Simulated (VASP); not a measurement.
Given:

```xyz
6
Lattice="-1.9721 1.9721 8.3385 1.9721 -1.9721 8.3385 1.9721 1.9721 -8.3385" Properties=species:S:1:pos:R:3 pbc="T T T"
Na     0.0000     0.0000    11.1896
Na     0.0000     0.0000     5.4873
Na     0.0000     0.0000     0.0000
Br     0.0000     0.0000     8.3385
Cl     0.0000     0.0000    13.8861
Cl     0.0000     0.0000     2.7909
```

Computed with LDA (Ceperley-Alder, Perdew-Zunger), VASP's LDA PAW potentials (set 64) (plane waves; VASP). Settings: 400 eV cut-off, 9×9×9 Γ-centred mesh, tetrahedra with Blöchl corrections, potentials Na_pv Br Cl.

The cores are frozen, which limits the accuracy of field gradients.

### Question
Give the principal components of the electric field gradient (V/Å²) and the asymmetry η at each nucleus.

### Answer

```tsv
atom	Vxx	Vyy	Vzz	η
Na1	1.0	1.0	-2.1	0.00
Na2	1.0	1.0	-2.1	0.00
Na3	-1.4	-1.4	2.9	0.00
Br4	-4.0	-4.0	8.1	0.00
Cl5	0.8	0.8	-1.6	0.00
Cl6	0.8	0.8	-1.6	0.00
```

The structure comes from a computed database's Na3BrCl2 entry (I4/mmm); how it stands against other phases isn't given here. It was relaxed first, which changed the volume by -7 %.
